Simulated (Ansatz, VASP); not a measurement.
## TiNi2 (TiNi2 in the AlB2 type): VASP beside Ansatz

Aim: how closely do two programs agree when they are given the same cell, functional and k mesh? The cell is generated by rule, not measured, and may not be a known phase. The cell is taken from a series of runs on this material, whose earlier steps may have relaxed, scaled, displaced or heated it; both programs get it as it stands.

Program: Ansatz 0.2.0. Level of theory: plane waves, with VASP 6.6.1 beside it; relaxation of cell and atoms at PBEsol. Results are calculated unless marked as measured.

The structure was built from a prototype and need not be the compound's stable phase.

## Step 1: Starting point

The structure is hexagonal, space group P6/mmm (No. 191). The conventional cell has a = 4.058 Å, b = 4.058 Å, c = 2.549 Å, α = 90.00°, β = 90.00°, γ = 120.00°. Nearest to Ti lie 2 Ti at 2.55 Å and 12 Ni at 2.67 Å. Nearest to Ni lie 5 Ni at 2.34 to 2.55 Å and 6 Ti at 2.67 Å. Farther neighbours are not listed.

As a file:

```cif
data_structure
_symmetry_space_group_name_H-M 'P 1'
_symmetry_Int_Tables_number 1
_cell_length_a 4.0585
_cell_length_b 4.0585
_cell_length_c 2.5485
_cell_angle_alpha 90.000
_cell_angle_beta 90.000
_cell_angle_gamma 120.000
_cell_volume 36.35
loop_
_atom_site_label
_atom_site_type_symbol
_atom_site_fract_x
_atom_site_fract_y
_atom_site_fract_z
_atom_site_occupancy
Ti1 Ti 0.00000 0.00000 0.00000 1
Ni2 Ni 0.33333 0.66667 0.50000 1
Ni3 Ni 0.66667 0.33333 0.50000 1
```

## Step 2: Ansatz: relaxation of cell and atoms, PBEsol, pair 1

Ansatz runs on its PAW soft_1 files.

The relaxed volume is the usual yardstick between codes: in a stiff, nearly cubic crystal its relative difference is about their pressure difference at one cell divided by the bulk modulus.

File input.yaml:

```yaml
crystal:
  lattice:
    - [4.0584839332, -3.334e-06, 0.0]
    - [-2.0292390793, 3.514751854, 0.0]
    - [0.0, 0.0, 2.5485023174]
  atoms:
    - { symbol: Ti, position: [0.0, 0.0, 0.0] }
    - { symbol: Ni, position: [0.3333333333, 0.6666666667, 0.5] }
    - { symbol: Ni, position: [0.6666666667, 0.3333333333, 0.5] }
kpoints:
  mp_grid: { grid: [9, 9, 12] }
hamiltonian:
  xc: pbesol
  pseudopotentials: { kind: paw, azcp: { folder: soft_1 }, xc_functional: pbe }
scf:
  occupations: { method: methfessel_paxton, width: 0.2 }
output:
  forces: true
  stress: true
  eigenvalues: true
relax:
  adjacent_minimum: "off"
  f_tol: 0.001
  max_steps: 60
  cell: { stress_tol: 0.01 }
```

Started as:

```bash
$ ansatz run input.yaml --threads 4 --pin off --max-ram 12288MiB --backend cpu --events-out ev --progress --plain --runs-dir out
```

Numbers of over 12 decimals in the logs are rounded to 6 here.

What it wrote:

```text
Engine: ansatz 0.2.0, aarch64-unknown-linux-gnu
Pseudopotentials: kind: paw
Pseudopotential: Ti, paw, valence charge 12, recommended cutoff 420 eV (normal), soft_1/Ti.paw.azcp
Pseudopotential: Ni, paw, valence charge 18, recommended cutoff 420 eV (normal), soft_1/Ni.paw.azcp
Functional definition: PBEsol
  exchange = pbesol_x
  correlation = pbesol_c
Crystal: 3 atoms, lattice volume = 36.353 Å³
Basis set: ecut = 420 eV, 705 PW (Γ), exchange–correlation on 60×60×36 points (8 copies of the dense FFT grid, shifted against one another)
Bands: 29, of which v1, the nominal top of the filled ones, is band 24 counted from 1 (23 counted from 0)
Symmetry: 24 space group operations
Space group: P6/mmm (ITA 191), of the structure as read, at distance tolerance 3.3e-5 Å
k-points: 84 of 972
Non-local potential: Ti, projectors of the file, l = 0: 3, l = 1: 2, l = 2: 3, l = 3: 1
Non-local potential: Ni, projectors of the file, l = 0: 3, l = 1: 2, l = 2: 3, l = 3: 1
PAW form: soft (Blöchl's): semilocal exchange-correlation on the pseudo side does not see the compensation charge
PAW frozen core: Ti, regenerated for the run's functional, and the local potential with it (the file was generated under x = pbe(κ = 0.804, μ = 0.219515), c = pbe(β = 0.066725))
PAW frozen core: Ni, regenerated for the run's functional, and the local potential with it (the file was generated under x = pbe(κ = 0.804, μ = 0.219515), c = pbe(β = 0.066725))
PAW one-centre angular grid: Ti, 590 points (default); XC on 64 Gauss nodes
PAW one-centre angular grid: Ni, 590 points (default); XC on 64 Gauss nodes
Initial density: superposition of atomic densities (chi_scale 0.1, normalization cell, long waves kept (reshape's long-wave potential 0.00 eV rms))
Initial wavefunctions: pseudopotential atomic-orbital guess
Functional: x = pbesol(κ = 0.804, μ = 0.123457), c = pbesol(β = 0.046)
SCF iter   1: F=—  HF=-14084.882075 eV  |F-HF|=—  |Δ(HF+E_count)|=         —  Δρ=6.54e-2  dr2=9.89e-1  ethr=3.10e-3  ⟨swp⟩=3.9  Hψ=7990  notcnv=0
preconditioner: auto → none  [metal: Δε(μ)=0.002 eV  Ē_g=10.444 eV  σ=0.200 eV  W_gap=0.01  n_scr=8 (ndim 8)  ℏωp=33.7 eV  f_vac=0.000  D(μ)=5.60/eV (n_scr^D=82)  sad-step TF]
SCF iter   2: F=—  HF=-14084.678867 eV  |F-HF|=—  |Δ(HF+E_count)|=   2.03e-1  S|Δr|=    0.00e0  Δρ=2.55e-2  dr2=3.05e-1  ethr=2.06e-3  ⟨swp⟩=2.0  Hψ=3443  notcnv=0  defer=11
SCF iter   3: F=—  HF=-14084.611599 eV  |F-HF|=—  |Δ(HF+E_count)|=   6.73e-2  S|Δr|=    0.00e0  Δρ=2.43e-2  dr2=2.06e-1  ethr=6.35e-4  ⟨swp⟩=2.0  Hψ=3875  notcnv=0  defer=11
SCF iter   4: F=—  HF=-14084.603492 eV  |F-HF|=—  |Δ(HF+E_count)|=   8.11e-3  S|Δr|=    0.00e0  Δρ=7.18e-3  dr2=1.21e-2  ethr=4.28e-4  ⟨swp⟩=1.0  Hψ=2425  notcnv=0  defer=11
SCF iter   5: F=—  HF=-14084.602441 eV  |F-HF|=—  |Δ(HF+E_count)|=   1.05e-3  S|Δr|=    0.00e0  Δρ=7.27e-4  dr2=1.66e-4  ethr=2.52e-5  ⟨swp⟩=2.2  Hψ=3340  notcnv=0  defer=11
SCF iter   6: F=—  HF=-14084.602393 eV  |F-HF|=—  |Δ(HF+E_count)|=   4.86e-5  S|Δr|=    0.00e0  Δρ=2.18e-4  dr2=8.67e-6  ethr=3.45e-7  ⟨swp⟩=2.0  Hψ=4608  notcnv=0  defer=11
SCF iter   7: F=—  HF=-14084.602371 eV  |F-HF|=—  |Δ(HF+E_count)|=   2.13e-5  S|Δr|=    0.00e0  Δρ=1.97e-5  dr2=8.36e-8  ethr=2.08e-10  ⟨swp⟩=5.6  Hψ=12409  notcnv=0
SCF iter   8: F=-14084.602371 eV  HF=-14084.602371 eV  |F-HF|=2.49e-10  |Δ(HF+E_count)|=   1.99e-9  S|Δr|=    0.00e0  Δρ=1.76e-6  dr2=4.82e-10  ethr=1.74e-10  ⟨swp⟩=2.8  Hψ=8794  notcnv=0
SCF 1 converged in 8 iterations: F = -14084.602371 eV  dr2 = 4.82e-10
  greatest PAW one-centre occupation: 1.000 electrons in one spin orbital (limit 2), on the Ni atom at site 2 (counted from 0), in its partial waves of l = 1
relax step   1: F+E_penalty+E_count = -14084.60237128 eV  Δ(F+E_penalty+E_count) = +0.000e0 eV  max|allowed force component| = 4.703e-17 eV/Å  Δτ_max = 0.0000 Å  P = -0.050 GPa  Ω = 36.353 Å³  (8 SCF iters, dr2 threshold 1.00e-7 eV, accepted)
[...]
relax step   2: F+E_penalty+E_count = -14084.60238445 eV  Δ(F+E_penalty+E_count) = -1.317e-5 eV  max|allowed force component| = 2.776e-17 eV/Å  Δτ_max = 0.0000 Å  P = -0.016 GPa  Ω = 36.344 Å³  energy of the carried Pulay correction = +3.353e-6 eV  (4 SCF iters, dr2 threshold 6.49e-8 eV, accepted)
[...]
relax step   3: F+E_penalty+E_count = -14084.60239639 eV  Δ(F+E_penalty+E_count) = -1.195e-5 eV  max|allowed force component| = 3.701e-17 eV/Å  Δτ_max = 0.0000 Å  P = -0.009 GPa  Ω = 36.337 Å³  energy of the carried Pulay correction = +5.685e-6 eV  (5 SCF iters, dr2 threshold 2.50e-8 eV, accepted)
[...]
relax step   4: F+E_penalty+E_count = -14084.60239719 eV  Δ(F+E_penalty+E_count) = -7.990e-7 eV  max|allowed force component| = 1.850e-17 eV/Å  Δτ_max = 0.0000 Å  P = +0.001 GPa  Ω = 36.336 Å³  energy of the carried Pulay correction = +6.374e-6 eV  (5 SCF iters, dr2 threshold 4.31e-10 eV, accepted)
[...]
relax step   5: F+E_penalty+E_count = -14084.60239187 eV  Δ(F+E_penalty+E_count) = +5.321e-6 eV  max|allowed force component| = 1.850e-17 eV/Å  Δτ_max = 0.0000 Å  P = +0.001 GPa  Ω = 36.336 Å³  stress off target by 1.31e-3 GPa  SCF on the basis re-selected at this cell (its energy is not comparable with the rows above)  (4 SCF iters)
basis re-selected at this cell: Δ(F+E_penalty+E_count) = +5.321e-6 eV, ΔP = +0.000 GPa vs the last step (what re-selecting the basis moved, of the pressure what is left beyond the Pulay correction that the steps carried, after the strain that the cell walked since its last selection, with what the two solves' SCF thresholds leave and, on support functions, any second-order correction that the steps lacked; it is no m [...]
SCF converged after 4 iterations
Stability not checked: this state was not tested for a lower state beside it, because cold or Methfessel-Paxton smearing, or corrected tetrahedra, fill the levels in a way that the test cannot read (fill_not_monotonic; see scf.lower_state_search)
Free energy (F): -14084.602392 eV
Harris-Foulkes:  -14084.602392 eV  (|F-HF|=0.00e0)
Internal energy: -14084.605946 eV  (E = F + TS)
E sigma→0 (E₀):  -14084.603280 eV
Entropy (-TS):   0.003554 eV (1.185 meV/atom)
Fermi energy:    16.964965 eV
--- Per-component energies (eV) ---
  E_band       = -716.575028
  E_kinetic    = 965.910861
  E_local      = -6794.616097  (includes V_loc(G=0)·N_el)
  E_nonlocal   = -168.342125
  E_hartree    = 3544.143827
  E_xc         = -341.320951
  E_vxc        = -438.053094  (∫ρ·V_xc dr)
  E_paw        = -4262.294787  (= ΣΔE_a)
  E_vpaw       = -1369.763767  (= ΣTr[D̂ρ^β])
  E_aug_tail   = 0.001622  (compensation charges beyond the density's cutoff)
  E_ewald      = -7028.622258
  E_core_change = 0.533963  (= ΣΔE_core)
  E_smearing   = 0.003554  (= −TS)
  E_closure    = -0.000000  (closes the sum)
  Σ components = -14084.602392   (vs F -14084.602392, Δ=0.00e0)
--- Forces (eV/Å), atoms counted from 1 ---
  atom   1  Ti     0.00000000     0.00000000     0.00000000
  atom   2  Ni     0.00000000    -0.00000000    -0.00000000
  atom   3  Ni    -0.00000000     0.00000000     0.00000000
  max |Σ_I F_I| component: 4.63e-18 eV/Å
--- Stress (GPa, compression-positive) ---
        0.001308       0.000000      -0.000000
       -0.000000       0.001308      -0.000000
       -0.000000      -0.000000       0.001172
  P = ⅓ Tr σ = 0.0013 GPa (0.013 kbar)
--- Band table (eV; the first three rows and the last of 84) ---
  k-point 0: bands = [... 20 lower, 15.7119, 16.3142, 16.3142, 16.5055, 16.6094, 16.6094, 20.2617, 20.2617, ... 1 higher]
  k-point 1: bands = [... 20 lower, 15.5186, 16.2587, 16.2587, 16.7102, 16.9403, 16.9403, 20.0333, 20.0333, ... 1 higher]
  k-point 2: bands = [... 20 lower, 15.3012, 16.1107, 16.1107, 17.3029, 17.5723, 17.5723, 19.5564, 19.5564, ... 1 higher]
  k-point 83: bands = [... 20 lower, 15.9514, 16.8498, 17.4424, 17.4424, 17.4998, 17.4998, 19.3842, 20.6362, ... 1 higher]
--- Relaxed structure (4 steps of the walk, 4 accepted, 1 SCFs on fresh bases) ---
  F+E_penalty+E_count = -14084.60239187 eV   max|allowed force component| = 1.850e-17 eV/Å   (the final SCF, on the basis selected at the relaxed cell)
  cell:  # Å, volume = 36.3357 Å³
    - [4.059630, -3.3349248335668254e-6, 0]
    - [-2.029812, 3.515744, 0]
    - [0, 0, 2.545830]
  atoms:
    - { symbol: Ti, position: [0, 0, 0] }
    - { symbol: Ni, position: [0.333333, 0.666667, 0.5] }
    - { symbol: Ni, position: [0.666667, 0.333333, 0.5] }
```

## Step 3: VASP: relaxation of cell and atoms, PBEsol, pair 1

The same cell, functional, mesh and smearing now go to VASP, with its own data sets.

Lines of VASP's logs that name or quote its potential files are left out, and so is its time.

File INCAR:

```
SYSTEM = TiNi2
PREC = Accurate
ENCUT = 600
EDIFF = 1E-07
NELM = 120
ISMEAR = 1
SIGMA = 0.2
LREAL = .FALSE.
ALGO = Normal
GGA = PS
NBANDS = 22
LASPH = .TRUE.
LORBIT = 11
LWAVE = .FALSE.
LCHARG = .FALSE.
ISIF = 3
IBRION = 2
NSW = 80
EDIFFG = -0.005
GGA_COMPAT = .FALSE.
NELMIN = 4
KPAR = 2
```

File POSCAR:

```
TiNi2
1.0
    4.0584840000     -0.0000030000      0.0000000000
   -2.0292390000      3.5147520000      0.0000000000
    0.0000000000      0.0000000000      2.5485020000
Ti Ni
1 2
Direct
    0.0000000000      0.0000000000      0.0000000000
    0.3333333333      0.6666666667      0.5000000000
    0.6666666667      0.3333333333      0.5000000000
```

File KPOINTS:

```
Automatic mesh
0
Gamma
9 9 12
0 0 0
```

PAW data sets: Ti_sv and Ni (PBE family, release 64).

Started as:

```bash
$ mpirun -np 2 vasp_std
```

What it wrote:

```text
[banner, memory and clock lines left out]
running    2 mpi-ranks, on    1 nodes
 distrk:  each k-point on    1 cores,    2 groups
 distr:  one band on    1 cores,    1 groups

 POSCAR found type information on POSCAR TiNi
 POSCAR found :  2 types and       3 ions
|                                                                             |
|               ----> ADVICE to this user running VASP <----                  |
|                                                                             |
|     You enforced a specific xc type in the INCAR file but a different       |
|     [... a line on the potential file left out ...]
|     I HOPE YOU KNOW WHAT YOU ARE DOING!                                     |
|                                                                             |

 LDA part: xc-table for (Slater+PW92), standard interpolation
 POSCAR, INCAR and KPOINTS ok, starting setup
 FFT: planning ... GRIDC
 FFT: planning ... GRID_SOFT
 FFT: planning ... GRID
 WAVECAR not read
 entering main loop
       N       E                     dE             d eps       ncg     rms          rms(c)
DAV:   1     0.254979042206E+03    0.25498E+03   -0.16830E+04  3696   0.223E+03
DAV:   2    -0.762347821749E+01   -0.26260E+03   -0.25306E+03  3810   0.435E+02
DAV:   3    -0.246020271912E+02   -0.16979E+02   -0.16217E+02  5210   0.126E+02
DAV:   4    -0.251677326068E+02   -0.56571E+00   -0.56280E+00  4712   0.194E+01
DAV:   5    -0.251856402623E+02   -0.17908E-01   -0.17904E-01  4652   0.308E+00    0.199E+01
DAV:   6    -0.279317743883E+02   -0.27461E+01   -0.47196E+01  3720   0.109E+02    0.225E+01
DAV:   7    -0.216376317629E+02    0.62941E+01   -0.17700E+01  4432   0.659E+01    0.781E+00
DAV:   8    -0.214796531990E+02    0.15798E+00   -0.19447E+00  5434   0.194E+01    0.336E+00
DAV:   9    -0.213773103068E+02    0.10234E+00   -0.44708E-01  5250   0.967E+00    0.248E+00
DAV:  10    -0.213616642042E+02    0.15646E-01   -0.14059E-01  4876   0.548E+00    0.976E-01
DAV:  11    -0.213549076172E+02    0.67566E-02   -0.12458E-02  4550   0.164E+00    0.393E-01
DAV:  12    -0.213542157425E+02    0.69187E-03   -0.24185E-03  4626   0.623E-01    0.184E-01
DAV:  13    -0.213539616234E+02    0.25412E-03   -0.33511E-04  5420   0.279E-01    0.212E-02
DAV:  14    -0.213539602640E+02    0.13594E-05   -0.40610E-05  4256   0.576E-02    0.952E-03
DAV:  15    -0.213539578904E+02    0.23736E-05   -0.26763E-06  5014   0.172E-02    0.564E-03
DAV:  16    -0.213539579515E+02   -0.61120E-07   -0.22641E-07  2874   0.764E-03
   1 F= -.21353958E+02 E0= -.21355582E+02  d E =-.213540E+02
[... from here on, the cycles between the ionic steps are left out ...]
   2 F= -.21353926E+02 E0= -.21355561E+02  d E =0.315429E-04
   3 F= -.21353990E+02 E0= -.21355620E+02  d E =-.323750E-04
   4 F= -.21353990E+02 E0= -.21355620E+02  d E =-.323096E-04
   5 F= -.21353981E+02 E0= -.21355610E+02  d E =-.234515E-04
   6 F= -.21353990E+02 E0= -.21355618E+02  d E =-.319677E-04
   7 F= -.21353990E+02 E0= -.21355618E+02  d E =-.321837E-04
   8 F= -.21353999E+02 E0= -.21355639E+02  d E =-.845481E-05
 trial-energy change:   -0.000008  1 .order   -0.000010   -0.000012   -0.000008
 step:   2.8047(harm=  2.8047)  dis= 0.00000  next Energy=   -21.354009 (dE=-0.186E-04)
 bond charge predicted
       N       E                     dE             d eps       ncg     rms          rms(c)
DAV:   1    -0.213542305378E+02   -0.23191E-03   -0.58602E-03  3900   0.827E-01    0.135E-01
DAV:   2    -0.213555188732E+02   -0.12883E-02   -0.34041E-03  4636   0.925E-01    0.457E-01
DAV:   3    -0.213540434961E+02    0.14754E-02   -0.22954E-03  4602   0.789E-01    0.445E-02
DAV:   4    -0.213540016653E+02    0.41831E-04   -0.88636E-05  4010   0.896E-02    0.753E-03
DAV:   5    -0.213540010390E+02    0.62636E-06   -0.66251E-06  4250   0.263E-02    0.492E-03
DAV:   6    -0.213540008939E+02    0.14508E-06   -0.42318E-07  3980   0.652E-03    0.323E-03
DAV:   7    -0.213540008475E+02    0.46390E-07   -0.16485E-07  2656   0.469E-03
   9 F= -.21354001E+02 E0= -.21355670E+02  d E =-.107123E-04
 curvature:  -1.29 expect dE=-0.390E-05 dE for cont linesearch -0.151E-05
 trial: gam= 0.00000 g(F)=  0.354E-45 g(S)=  0.302E-05 ort =-0.378E-05 (trialstep = 0.126E+01)
 search vector abs. value=  0.302E-05
 reached required accuracy - stopping structural energy minimisation
```

From OUTCAR (step 3):

```text
ion  position               nearest neighbor table
   1  0.000  0.000  0.000-   2 2.67   3 2.67   2 2.67   3 2.67   3 2.67   3 2.67   2 2.67   2 2.67
                             3 2.67   3 2.67   2 2.67   2 2.67
   2  0.333  0.667  0.500-   3 2.34   3 2.34   3 2.34   1 2.67   1 2.67   1 2.67   1 2.67   1 2.67
                             1 2.67
   3  0.667  0.333  0.500-   2 2.34   2 2.34   2 2.34   1 2.67   1 2.67   1 2.67   1 2.67   1 2.67
                             1 2.67

  LATTYP: Found a hexagonal cell.
 ALAT       =     4.0584840000
 C/A-ratio  =     0.6279443260

 Subroutine GETGRP returns: Found 24 space group operations
 (whereof 24 operations were pure point group operations)

The static configuration has the point symmetry D_6h.

 Found     84 irreducible k-points:

   k-points           NKPTS =     84   k-points in BZ     NKDIM =     84   number of bands    NBANDS=     22

   dimension x,y,z NGX =    32 NGY =   32 NGZ =   20
   dimension x,y,z NGXF=    64 NGYF=   64 NGZF=   40

   ENCUT  =  600.0 eV  44.10 Ry    6.64 a.u.   8.11  8.11  5.09*2*pi/ulx,y,z

   NELECT =      32.0000    total number of electrons

 k-points in reciprocal lattice and weights: Automatic mesh
   0.00000000  0.00000000  0.00000000       0.001
   0.11111111 -0.00000000  0.00000000       0.006
   0.22222222  0.00000000  0.00000000       0.006
   0.33333333  0.00000000  0.00000000       0.006
   0.44444444  0.00000000  0.00000000       0.006
   0.11111111  0.11111111  0.00000000       0.006
   0.22222222  0.11111111  0.00000000       0.012
   0.33333333  0.11111111  0.00000000       0.012
   0.44444444  0.11111111  0.00000000       0.006
[...]
0.33333333  0.22222222  0.50000000       0.012
   0.33333333  0.33333333  0.50000000       0.002

 average (electrostatic) potential at core
       1 -70.9307       2 -81.3769       3 -81.3769

 E-fermi :   9.4976

 k-point     1 :       0.0000    0.0000    0.0000
  band No.  band energies     occupation
    ...
     14       8.8395      2.00003
     15       8.8395      2.00003
     16       9.0282      2.00446
     17       9.1441      2.03143
     18       9.1441      2.03143
     19      12.7769     -0.00000
     20      12.7769     -0.00000
     21      16.7110      0.00000
     22      16.7110      0.00000

 k-point     2 :       0.1111   -0.0000    0.0000
  band No.  band energies     occupation
    ...
     14       8.8670      2.00008
     15       8.8788      2.00011
     16       9.0548      2.00754
     17       9.1355      2.02806
     18       9.1693      2.04230
     19      12.7285     -0.00000
     20      12.7831     -0.00000
     21      15.3007      0.00000
     22      15.5997      0.00000

 k-point     3 :       0.2222    0.0000    0.0000
  band No.  band energies     occupation
    ...
     14       8.8944      2.00017
     15       8.9609      2.00098
     16       9.0876      2.01356
     17       9.1846      2.04935
     18       9.2332      2.06836
     19      12.6253     -0.00000
     20      12.7987     -0.00000
     21      13.6206      0.00000
     22      14.1528      0.00000

  Total       -0.0095883     -0.0095883      0.0020032     -0.0000000     -0.0000000      0.0000000
  in kB       -0.4231583     -0.4231584      0.0884081     -0.0000000     -0.0000000      0.0000000
  external PRESSURE =      -0.2526362 kB  Pullay stress =       0.0000000 kB

  energy-cutoff  :      600.00
  volume of cell :       36.30
      direct lattice vectors                 reciprocal lattice vectors
     4.058941146 -0.000003000 -0.000000000     0.246369777  0.142241376  0.000000000
    -2.029467573  3.515147901  0.000000000     0.000000210  0.284483173  0.000000000
    -0.000000000 -0.000000000  2.544451191     0.000000000 -0.000000000  0.393012058

 POSITION                                       TOTAL-FORCE (eV/Angst)
 -----------------------------------------------------------------------------------
      0.00000      0.00000      0.00000         0.000000     -0.000000      0.000000
      0.00000      2.34343      1.27223        -0.000000     -0.000000      0.000000
      2.02947      1.17171      1.27223        -0.000000      0.000000     -0.000000
 -----------------------------------------------------------------------------------
    total drift:                               -0.000000      0.000000     -0.000000

  FREE ENERGIE OF THE ION-ELECTRON SYSTEM (eV)
  ---------------------------------------------------
  free  energy   TOTEN  =       -21.3540008475 eV

  energy  without entropy=      -21.3590075268  energy(sigma->0) =      -21.35566974

 reached required accuracy - stopping structural energy minimisation

 total charge
# of ion       s       p       d       tot
------------------------------------------
    1        2.246   6.162   1.935  10.343
    2        0.562   0.499   8.365   9.426
    3        0.562   0.499   8.365   9.426
--------------------------------------------------
tot          3.369   7.160  18.666  29.195

[... 3 further parts left out ...]
```

CONTCAR:

```
TiNi2
   1.00000000000000
     4.0589411464648339   -0.0000030002857940   -0.0000000000000000
    -2.0294675728493563    3.5151479006807467    0.0000000000000000
    -0.0000000000000000   -0.0000000000000000    2.5444511905094269
  Ti              Ni
     1     2
Direct
     0.0000000000000000    0.0000000000000000    0.0000000000000000
     0.3333333332999970    0.6666666667000030    0.5000000000000000
     0.6666666667000030    0.3333333332999970    0.5000000000000000
```

(Part 1 of 2 ends here.)

[Lines on the potential files, build, host, timing and source positions are cut from VASP's logs without a mark.]

[Logs are printed without paths, hosts, clocks, repeated set-up lines and the standing remarks that a program may print on its own settings, such as how far it seeks lower states.]

[Hosts, paths, dates, database ids (printed as entryN), source tags and the programs' standing remarks are cut or masked in the printed files.]
